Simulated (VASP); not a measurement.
Output of a VASP run:

**OSZICAR**
```
       N       E                     dE             d eps       ncg     rms          rms(c)
DAV:   1     0.260695574605E+03    0.26070E+03   -0.15542E+04   720   0.185E+03
DAV:   2    -0.522082918855E+02   -0.31290E+03   -0.30191E+03   832   0.481E+02
DAV:   3    -0.784203573714E+02   -0.26212E+02   -0.25980E+02   866   0.154E+02
DAV:   4    -0.791396480595E+02   -0.71929E+00   -0.71847E+00   800   0.263E+01
DAV:   5    -0.791646609365E+02   -0.25013E-01   -0.25012E-01   806   0.500E+00    0.678E+00
DAV:   6    -0.699152022370E+02    0.92495E+01   -0.56038E+00   928   0.385E+01    0.217E+00
DAV:   7    -0.690647948521E+02    0.85041E+00   -0.15601E+00   730   0.156E+01    0.170E+00
DAV:   8    -0.711225822577E+02   -0.20578E+01   -0.72713E-01   722   0.104E+01    0.835E-01
DAV:   9    -0.685993270917E+02    0.25233E+01   -0.85121E-01   720   0.890E+00    0.113E+00
DAV:  10    -0.692345269771E+02   -0.63520E+00   -0.50732E-01   720   0.616E+00    0.141E-01
DAV:  11    -0.692199034632E+02    0.14624E-01   -0.15641E-02   766   0.143E+00    0.214E-01
DAV:  12    -0.692059706902E+02    0.13933E-01   -0.19825E-02   728   0.120E+00    0.502E-01
DAV:  13    -0.692375326319E+02   -0.31562E-01   -0.21407E-02   720   0.162E+00    0.265E-01
DAV:  14    -0.692404098203E+02   -0.28772E-02   -0.29064E-03   720   0.554E-01    0.166E-01
DAV:  15    -0.692411186593E+02   -0.70884E-03   -0.11677E-04   720   0.114E-01    0.158E-01
DAV:  16    -0.692410732531E+02    0.45406E-04   -0.21053E-03   850   0.393E-01    0.181E-02
DAV:  17    -0.692412679224E+02   -0.19467E-03   -0.10488E-04   720   0.115E-01    0.102E-02
DAV:  18    -0.692412555170E+02    0.12405E-04   -0.11190E-05   836   0.400E-02    0.382E-03
DAV:  19    -0.692412710083E+02   -0.15491E-04   -0.28878E-06   720   0.192E-02    0.361E-03
DAV:  20    -0.692412793265E+02   -0.83182E-05   -0.26128E-06   736   0.229E-02    0.161E-03
DAV:  21    -0.692412795653E+02   -0.23880E-06   -0.12358E-06   722   0.109E-02    0.194E-03
DAV:  22    -0.692412796444E+02   -0.79049E-07   -0.26429E-07   720   0.466E-03
   1 F= -.69241280E+02 E0= -.69241280E+02  d E =-.851004E-11
```

### OUTCAR
```
------------------------ aborting loop because EDIFF is reached ----------------------------------------
  FORCE on cell =-STRESS in cart. coord.  units (eV):
  Direction    XX          YY          ZZ          XY          YZ          ZX
  --------------------------------------------------------------------------------------
  Total        0.7862765      0.7862765      0.7862765      0.0000000      0.0000000      0.0000000
  in kB       25.3363527     25.3363527     25.3363527      0.0000000      0.0000000      0.0000000
  external PRESSURE =      25.3363527 kB  Pullay stress =       0.0000000 kB
  volume of cell :       49.72
      direct lattice vectors                 reciprocal lattice vectors
     0.000000000  2.918573200  2.918573200    -0.171316587  0.171316587  0.171316587
     2.918573200  0.000000000  2.918573200     0.171316587 -0.171316587  0.171316587
     2.918573200  2.918573200  0.000000000     0.171316587  0.171316587 -0.171316587
 POSITION                                       TOTAL-FORCE (eV/Angst)
 -----------------------------------------------------------------------------------
      0.00000      0.00000      0.00000        -0.000000     -0.000000     -0.000000
      1.45929      1.45929      1.45929         0.000000      0.000000      0.000000
      4.37786      4.37786      4.37786        -0.000000     -0.000000     -0.000000
 -----------------------------------------------------------------------------------
    total drift:                                0.000000     -0.000000      0.000000
  FREE ENERGIE OF THE ION-ELECTRON SYSTEM (eV)
  ---------------------------------------------------
  free  energy   TOTEN  =       -69.2412796444 eV

  energy  without entropy=      -69.2412796444  energy(sigma->0) =      -69.24127964
```
(Selected blocks of OUTCAR.)

File POSCAR:
```
PbF2
1
    0.0000000000     2.9185731997     2.9185731997
    2.9185731997     0.0000000000     2.9185731997
    2.9185731997     2.9185731997     0.0000000000
Pb F
1 2
Direct
  0.0000000000   1.0000000000   1.0000000000
  0.2500000000   0.2500000000   0.2500000000
  0.7500000000   0.7500000000   0.7500000000
```

**Question.** Reconstruct the remaining input files.

**Answer.** One answer among several that fit: the input of the run itself, r2SCAN+rVV10, plane waves, VASP's PBE PAW potentials (set 64).

### KPOINTS
```
Regular mesh
0
gamma
7 7 7
```

**INCAR**
```
SYSTEM = PbF2
PREC = Accurate; ENCUT = 520; LREAL = .FALSE.
LASPH = .TRUE.
EDIFF = 1E-7; NELM = 100; ALGO = Normal
LMAXMIX = 4; LMIXTAU = .TRUE.
ISMEAR = 0; SIGMA = 0.05
METAGGA = R2SCAN; LUSE_VDW = .TRUE.; BPARAM = 11.95
CPARAM = 0.0093
ISIF = 2
LWAVE = .FALSE.; LCHARG = .FALSE.
```

POTCAR, in this order: Pb_d F (PBE.64 set). Program: vasp_std.

The compound is PbF2 in the fluorite structure, the β form. This cell is one point of a volume scan, at 0.97 of the reference volume.
